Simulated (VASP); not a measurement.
Data:

```yaml
crystal:
  lattice:
    - [0.00000, 3.26202, 3.26202]
    - [3.26202, 0.00000, 3.26202]
    - [3.26202, 3.26202, 0.00000]
  atoms:
    - { symbol: Na, position: [0.00000, 0.00000, 0.00000] }
    - { symbol: I, position: [0.50000, 0.50000, 0.50000] }
```

Level of theory: PBE GGA, VASP's PBE PAW potentials (set 64) (plane waves; VASP). Numerical set-up: PREC = Normal, EDIFF = 1E-5, 400 eV cut-off, 8×8×8 Γ-centred mesh, Gaussian smearing of 0.050 eV, potentials Na_pv I.

Unless said otherwise, spin-orbit coupling is left out, though it shifts the bands of the heavy elements here.

Question: What does the run give for the energy per atom (σ→0), band gap (on the k-mesh) with the smallest direct gap where there is one?

Answer: 
```json
{
  "band gap (on the k-mesh)": "3.58 eV",
  "smallest direct gap (on the k-mesh)": "3.58 eV",
  "energy per atom (σ→0)": "-2.694 eV/atom"
}
```

Total energies compare only between runs with the same potentials, cut-off and functional.

The compound is NaI in the rock salt structure. It was relaxed first.
